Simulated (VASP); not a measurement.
Consider the following.

```
CELL_PARAMETERS angstrom
      4.31320    -2.33985     0.00951
      4.31320     2.33985     0.00951
      3.03538     0.00000     3.85554
ATOMIC_POSITIONS crystal
  Bi 0.23428 0.23428 0.23428
  Bi 0.76572 0.76572 0.76572
```

All values below come from PW91 GGA, VASP's PBE PAW potentials (set 64) (plane waves; VASP). Settings: 520 eV cut-off, 10×10×10 Γ-centred mesh, first-order Methfessel-Paxton smearing of 0.10 eV, potentials Bi_d.

The ions and cell shape at fixed volume are relaxed. Give the cell that the relaxation ends in.

```
CELL_PARAMETERS angstrom
      4.41633    -2.30773     0.06332
      4.41633     2.30773     0.06332
      3.15605     0.00000     3.85654
ATOMIC_POSITIONS crystal
  Bi 0.23081 0.23081 0.23081
  Bi 0.76919 0.76919 0.76919
```
Space group R-3m (166), at a tolerance of 0.03 Å.

How much energy does the relaxation gain?

The energy (σ→0) changes by -6.6 meV/atom, in 6 ionic steps.

The compound is Bi in the a7 structure. This cell is one point of a volume scan, at 1.06 of the reference volume. Symmetry was kept, so distortions that lower it aren't found.
